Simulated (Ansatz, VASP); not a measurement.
# Cross-check of RaF2 between VASP and Ansatz

One calculation is typed for both programs; each brings its own data sets. How far apart do they land? The cell is taken from a series of runs on this material, whose earlier steps may have relaxed, scaled, displaced or heated it; both programs get it as it stands.

Program: Ansatz 0.2.0. Level of theory: plane waves, with VASP 6.6.1 beside it; zone-centre phonons at PBE. Results are calculated unless marked as measured.

**1. Starting point**

It takes space group Fm-3m (No. 225, cubic). The conventional cell has a = 6.368 Å, b = 6.368 Å, c = 6.368 Å, α = 90.00°, β = 90.00°, γ = 90.00°. Ra has 8 F at 2.76 Å nearest. F has 4 Ra at 2.76 Å nearest. Farther neighbours and most contacts between anions are not listed.

Structure file:

```cif
data_structure
_symmetry_space_group_name_H-M 'Fm-3m'
_symmetry_Int_Tables_number 225
_cell_length_a 6.3680
_cell_length_b 6.3680
_cell_length_c 6.3680
_cell_angle_alpha 90.000
_cell_angle_beta 90.000
_cell_angle_gamma 90.000
_cell_volume 258.23
loop_
_atom_site_label
_atom_site_type_symbol
_atom_site_symmetry_multiplicity
_atom_site_Wyckoff_symbol
_atom_site_fract_x
_atom_site_fract_y
_atom_site_fract_z
_atom_site_occupancy
Ra1 Ra 4 a 0.00000 0.00000 0.00000 1
F1 F 8 c 0.25000 0.75000 0.75000 1
```

**2. VASP: zone-centre phonons, PBE**

Second derivatives magnify differences that forces hide, and they need a tight electronic threshold.

Lines of VASP's logs that name or quote its potential files are left out, and so is its time.

The input, INCAR:

```
SYSTEM = RaF2
PREC = Accurate
ENCUT = 600
EDIFF = 1E-08
NELM = 120
ISMEAR = 0
SIGMA = 0.01
LREAL = .FALSE.
ALGO = Normal
GGA = PE
NBANDS = 18
LORBIT = 11
LWAVE = .FALSE.
LCHARG = .FALSE.
ISIF = 2
IBRION = 8
LEPSILON = .TRUE.
LASPH = .TRUE.
GGA_COMPAT = .FALSE.
EFERMI = MIDGAP
KPAR = 2
```

The input, POSCAR:

```
RaF2
1.0
    0.0000000000      3.1840000000      3.1840000000
    3.1840000000      0.0000000000      3.1840000000
    3.1840000000      3.1840000000      0.0000000000
Ra F
1 2
Direct
    0.0000000000      0.0000000000      0.0000000000
    0.2500000000      0.2500000000      0.2500000000
    0.7500000000      0.7500000000      0.7500000000
```

The input, KPOINTS:

```
Automatic mesh
0
Gamma
6 6 6
0 0 0
```

PAW data sets: Ra_sv and F (PBE family, release 64).

Run with:

```console
> mpirun -np 2 vasp_std
```

Numbers of over 12 decimals in the logs are rounded to 6 here.

Log:

```text
[banner, memory and clock lines left out]
running    2 mpi-ranks, on    1 nodes
 distrk:  each k-point on    1 cores,    2 groups
 distr:  one band on    1 cores,    1 groups

 POSCAR found type information on POSCAR RaF
 POSCAR found :  2 types and       3 ions
 LDA part: xc-table for (Slater+PW92), standard interpolation
 POSCAR, INCAR and KPOINTS ok, starting setup
 FFT: planning ... GRIDC
 FFT: planning ... GRID_SOFT
 FFT: planning ... GRID
 WAVECAR not read
 entering main loop
       N       E                     dE             d eps       ncg     rms          rms(c)
DAV:   1     0.251720310839E+03    0.25172E+03   -0.12505E+04   576   0.138E+03
DAV:   2    -0.567918445880E+00   -0.25229E+03   -0.24731E+03   816   0.318E+02
DAV:   3    -0.178064979851E+02   -0.17239E+02   -0.17202E+02   724   0.103E+02
DAV:   4    -0.181675066474E+02   -0.36101E+00   -0.36075E+00   888   0.152E+01
DAV:   5    -0.181788199936E+02   -0.11313E-01   -0.11313E-01   816   0.196E+00    0.107E+01
DAV:   6    -0.162763183310E+02    0.19025E+01   -0.82422E+00   630   0.236E+01    0.368E+00
DAV:   7    -0.163030657530E+02   -0.26747E-01   -0.63813E-01   696   0.583E+00    0.814E+00
DAV:   8    -0.163044679967E+02   -0.14022E-02   -0.12272E-02   952   0.771E-01    0.856E+00
DAV:   9    -0.163314048924E+02   -0.26937E-01   -0.86807E-02   624   0.280E+00    0.207E+00
DAV:  10    -0.163261207852E+02    0.52841E-02   -0.10181E-02   772   0.763E-01    0.259E+00
DAV:  11    -0.163267586245E+02   -0.63784E-03   -0.57067E-03   606   0.483E-01    0.717E-01
DAV:  12    -0.163264337808E+02    0.32484E-03   -0.13419E-03   788   0.243E-01    0.182E-01
DAV:  13    -0.163263636829E+02    0.70098E-04   -0.10206E-03   756   0.225E-01    0.108E-01
DAV:  14    -0.163263667835E+02   -0.31006E-05   -0.97206E-05   830   0.730E-02    0.179E-01
DAV:  15    -0.163263668170E+02   -0.33461E-07   -0.27515E-06   714   0.121E-02    0.110E-01
DAV:  16    -0.163263663239E+02    0.49304E-06   -0.58657E-07   660   0.648E-03    0.555E-02
DAV:  17    -0.163263656610E+02    0.66293E-06   -0.75314E-07   782   0.607E-03    0.340E-02
DAV:  18    -0.163263653233E+02    0.33772E-06   -0.12158E-06   860   0.744E-03    0.302E-03
DAV:  19    -0.163263653071E+02    0.16182E-07   -0.10492E-07   796   0.237E-03    0.292E-03
DAV:  20    -0.163263653040E+02    0.30896E-08   -0.58578E-09   502   0.598E-04
   1 F= -.16326365E+02 E0= -.16326365E+02  d E =0.000000E+00
 Linear response reoptimize wavefunctions to high precision
DAV:   1    -0.163263653007E+02    0.33131E-08   -0.21006E-09   574   0.356E-04
DAV:   2    -0.163263653007E+02    0.21828E-10   -0.18173E-10   370   0.106E-04
 Linear response G [H, r] |phi>, progress :
  Direction:   1
       N       E                     dE             d eps       ncg     rms
RMM:   1    -0.946748023551E+02   -0.94675E+02    0.38664E+02  1213   0.111E+02
RMM:   2    -0.908162986012E+02    0.38585E+01   -0.11988E+01  1015   0.232E+01
RMM:   3    -0.910348292716E+02   -0.21853E+00   -0.10738E+00  1162   0.452E+00
RMM:   4    -0.910720453767E+02   -0.37216E-01   -0.19533E-01  1282   0.161E+00
RMM:   5    -0.910754153412E+02   -0.33700E-02   -0.29503E-02  1303   0.492E-01
RMM:   6    -0.910756299392E+02   -0.21460E-03   -0.56953E-03  1313   0.179E-01
RMM:   7    -0.910756505684E+02   -0.20629E-04   -0.98389E-04  1338   0.712E-02
RMM:   8    -0.910756556959E+02   -0.51275E-05   -0.21333E-03  1310   0.297E-02
RMM:   9    -0.910756549001E+02    0.79582E-06   -0.54852E-04  1287   0.137E-02
RMM:  10    -0.910756549147E+02   -0.14654E-07    0.89234E-06  1210   0.672E-03
RMM:  11    -0.910756550017E+02   -0.86944E-07   -0.27095E-05  1161   0.373E-03
RMM:  12    -0.910756551083E+02   -0.10664E-06    0.10543E-04  1075   0.231E-03
RMM:  13    -0.910756551981E+02   -0.89837E-07   -0.57396E-05   918   0.167E-03
RMM:  14    -0.910756552148E+02   -0.16689E-07    0.21680E-05   875   0.137E-03
RMM:  15    -0.910756549156E+02    0.29925E-06    0.30450E-05   845   0.122E-03
RMM:  16    -0.910756550712E+02   -0.15559E-06   -0.20663E-05   846   0.116E-03
RMM:  17    -0.910756550649E+02    0.62378E-08    0.17788E-05   833   0.113E-03
RMM:  18    -0.910756550864E+02   -0.21503E-07   -0.20905E-06   819   0.112E-03
 Linear response G [H, r] |phi>, progress :
  Direction:   2
       N       E                     dE             d eps       ncg     rms
RMM:   1    -0.944629856081E+02   -0.94463E+02    0.39428E+02  1208   0.110E+02
RMM:   2    -0.904348533738E+02    0.40281E+01   -0.11983E+01  1005   0.235E+01
RMM:   3    -0.906622161696E+02   -0.22736E+00   -0.10882E+00  1161   0.463E+00
RMM:   4    -0.907005599192E+02   -0.38344E-01   -0.18805E-01  1267   0.160E+00
RMM:   5    -0.907040528347E+02   -0.34929E-02   -0.29193E-02  1302   0.492E-01
RMM:   6    -0.907043154008E+02   -0.26257E-03   -0.58003E-03  1304   0.182E-01
RMM:   7    -0.907043436466E+02   -0.28246E-04   -0.13322E-03  1331   0.693E-02
RMM:   8    -0.907043483643E+02   -0.47177E-05   -0.35986E-03  1302   0.289E-02
[...]
RMM:   1    -0.267702951747E+00   -0.26770E+00   -0.62323E-01  1165   0.297E+00
RMM:   2    -0.271055181354E+00   -0.33522E-02   -0.23669E-02  1115   0.700E-01
RMM:   3    -0.271829401504E+00   -0.77422E-03   -0.27558E-03  1215   0.188E-01
RMM:   4    -0.271887606202E+00   -0.58205E-04   -0.20544E-04  1271   0.495E-02
[...]
Linear response to external field, progress :
  Direction:   2
       N       E                     dE             d eps       ncg     rms          rms(c)
RMM:   1    -0.271940781293E+00   -0.27194E+00   -0.63371E-01  2155   0.297E+00
RMM:   2    -0.275049904509E+00   -0.31091E-02   -0.22408E-02  2057   0.675E-01    0.873E-01
RMM:   3    -0.257506240310E+00    0.17544E-01   -0.16557E-02  1917   0.684E-01    0.487E-01
RMM:   4    -0.265786660405E+00   -0.82804E-02   -0.17801E-02  1961   0.742E-01    0.127E-01
RMM:   5    -0.271418905842E+00   -0.56322E-02   -0.66486E-04  1936   0.181E-01    0.169E-02
RMM:   6    -0.271621431967E+00   -0.20253E-03   -0.79195E-05  2199   0.420E-02    0.106E-02
RMM:   7    -0.271859429042E+00   -0.23800E-03   -0.93188E-06  1975   0.194E-02    0.276E-03
RMM:   8    -0.271866877196E+00   -0.74482E-05   -0.21570E-06  2310   0.572E-03    0.883E-04
RMM:   9    -0.271873253665E+00   -0.63765E-05   -0.43620E-07  2159   0.220E-03    0.226E-04
RMM:  10    -0.271864302213E+00    0.89515E-05   -0.45782E-08  2360   0.795E-04    0.146E-04
RMM:  11    -0.271862754583E+00    0.15476E-05   -0.10124E-07  2092   0.316E-04    0.263E-05
RMM:  12    -0.271863600814E+00   -0.84623E-06   -0.13647E-07  1804   0.138E-04    0.227E-05
RMM:  13    -0.271863653541E+00   -0.52727E-07   -0.17098E-07  1197   0.928E-05    0.118E-05
RMM:  14    -0.271863755827E+00   -0.10229E-06   -0.92328E-08  1083   0.901E-05    0.244E-06
 change of polarisation eV/A/(eV/A) component  2 :     0.002     0.495    -0.001
 dielectric tensor                  component  2 :     0.006     2.388    -0.004
 Linear response to external field, progress :
  Direction:   3
       N       E                     dE             d eps       ncg     rms          rms(c)
RMM:   1    -0.271949175022E+00   -0.27195E+00   -0.63380E-01  2150   0.297E+00
RMM:   2    -0.275050673635E+00   -0.31015E-02   -0.22428E-02  2051   0.675E-01    0.873E-01
RMM:   3    -0.257506141180E+00    0.17545E-01   -0.16552E-02  1917   0.684E-01    0.487E-01
RMM:   4    -0.265785660993E+00   -0.82795E-02   -0.17789E-02  1959   0.742E-01    0.127E-01
RMM:   5    -0.271418469774E+00   -0.56328E-02   -0.66492E-04  1936   0.181E-01    0.169E-02
RMM:   6    -0.271621486151E+00   -0.20302E-03   -0.79137E-05  2193   0.419E-02    0.106E-02
RMM:   7    -0.271859456317E+00   -0.23797E-03   -0.93191E-06  1976   0.194E-02    0.276E-03
RMM:   8    -0.271866968804E+00   -0.75125E-05   -0.21599E-06  2308   0.572E-03    0.883E-04
RMM:   9    -0.271873284650E+00   -0.63158E-05   -0.27333E-07  2164   0.221E-03    0.226E-04
RMM:  10    -0.271864371271E+00    0.89134E-05   -0.49238E-08  2347   0.800E-04    0.146E-04
RMM:  11    -0.271862810724E+00    0.15605E-05   -0.35709E-07  2086   0.320E-04    0.264E-05
RMM:  12    -0.271863678769E+00   -0.86805E-06   -0.14175E-07  1805   0.143E-04    0.227E-05
RMM:  13    -0.271863723767E+00   -0.44998E-07   -0.46664E-08  1186   0.963E-05    0.122E-05
RMM:  14    -0.271863815475E+00   -0.91708E-07   -0.11231E-07  1089   0.937E-05    0.244E-06
 change of polarisation eV/A/(eV/A) component  3 :     0.003     0.000     0.495
 dielectric tensor                  component  3 :     0.009     0.000     2.388
 Linear response DOF=           2
 Linear response progress:
  Degree of freedom:   1/  2
       N       E                     dE             d eps       ncg     rms          rms(c)
RMM:   1    -0.171783354209E+00   -0.17178E+00    0.60657E-02  1966   0.255E+00
RMM:   2    -0.174352694615E+00   -0.25693E-02   -0.31995E-02  2080   0.578E-01    0.856E-02
RMM:   3    -0.174999274720E+00   -0.64658E-03   -0.77059E-04  2143   0.139E-01    0.419E-02
RMM:   4    -0.175477215386E+00   -0.47794E-03   -0.99705E-05  2042   0.541E-02    0.206E-02
RMM:   5    -0.175563179213E+00   -0.85964E-04   -0.67324E-06  2207   0.131E-02    0.986E-03
RMM:   6    -0.175587376398E+00   -0.24197E-04   -0.90169E-07  2147   0.480E-03    0.814E-04
RMM:   7    -0.175580124584E+00    0.72518E-05   -0.12694E-07  2313   0.115E-03    0.189E-04
RMM:   8    -0.175579939152E+00    0.18543E-06   -0.64734E-09  2244   0.365E-04    0.605E-05
RMM:   9    -0.175581096520E+00   -0.11574E-05   -0.58887E-08  2369   0.139E-04    0.632E-05
RMM:  10    -0.175580985561E+00    0.11096E-06   -0.54006E-08  2333   0.597E-05    0.765E-06
RMM:  11    -0.175581042503E+00   -0.56942E-07   -0.18045E-08  2420   0.363E-05    0.475E-06
RMM:  12    -0.175581099437E+00   -0.56934E-07   -0.25967E-08  2133   0.301E-05    0.235E-06
RMM:  13    -0.175581117133E+00   -0.17696E-07   -0.22156E-08  1966   0.284E-05    0.225E-07
RMM:  14    -0.175581116507E+00    0.62685E-09   -0.20018E-08  1644   0.279E-05    0.123E-07
 first order change of Fermi-energy  -0.33074E-04
 force on displaced ion       1 direction 1 :  -3.457   0.000   0.000
 Born effective charge ion    1 direction 1 :   2.634   0.000   0.000
 Linear response progress:
  Degree of freedom:   2/  2
       N       E                     dE             d eps       ncg     rms          rms(c)
RMM:   1    -0.541782200739E+00   -0.54178E+00    0.60534E-01  3201   0.463E+00
RMM:   2    -0.537134649935E+00    0.46476E-02   -0.97125E-03  2612   0.816E-01    0.112E-01
RMM:   3    -0.538720463296E+00   -0.15858E-02   -0.10386E-03  2944   0.218E-01    0.966E-02
RMM:   4    -0.540415827245E+00   -0.16954E-02   -0.29650E-04  2676   0.114E-01    0.239E-02
RMM:   5    -0.540557443332E+00   -0.14162E-03   -0.45917E-05  3465   0.322E-02    0.149E-02
RMM:   6    -0.540496278699E+00    0.61165E-04   -0.74709E-06  3272   0.144E-02    0.189E-03
RMM:   7    -0.540512943196E+00   -0.16664E-04   -0.18124E-06  3985   0.507E-03    0.123E-03
RMM:   8    -0.540508048438E+00    0.48948E-05   -0.53595E-08  3376   0.152E-03    0.252E-04
RMM:   9    -0.540504323914E+00    0.37245E-05   -0.35954E-08  3656   0.544E-04    0.110E-04
RMM:  10    -0.540505063283E+00   -0.73937E-06    0.17302E-07  3762   0.229E-04    0.264E-05
RMM:  11    -0.540504919928E+00    0.14335E-06    0.10470E-07  4037   0.114E-04    0.102E-05
RMM:  12    -0.540504995669E+00   -0.75741E-07   -0.15086E-08  3641   0.772E-05    0.225E-06
RMM:  13    -0.540505006051E+00   -0.10382E-07    0.53256E-08  3909   0.658E-05    0.105E-06
RMM:  14    -0.540505000794E+00    0.52574E-08    0.15176E-08  3424   0.618E-05    0.746E-07
 first order change of Fermi-energy  -0.28449E-04
 force on displaced ion       2 direction 1 :  -2.741  -0.000  -0.000
 Born effective charge ion    2 direction 1 :  -1.317   0.000   0.000
 Born effective charges drift removed
 Linear response finished
```

[end of part 1 of 2]

[Lines on the potential files, build, host, timing and source positions are cut from VASP's logs without a mark.]

[Logs are printed without paths, hosts, clocks, repeated set-up lines and the standing remarks that a program may print on its own settings, such as how far it seeks lower states.]

[Hosts, paths, dates, database ids (printed as entryN), source tags and the programs' standing remarks are cut or masked in the printed files.]
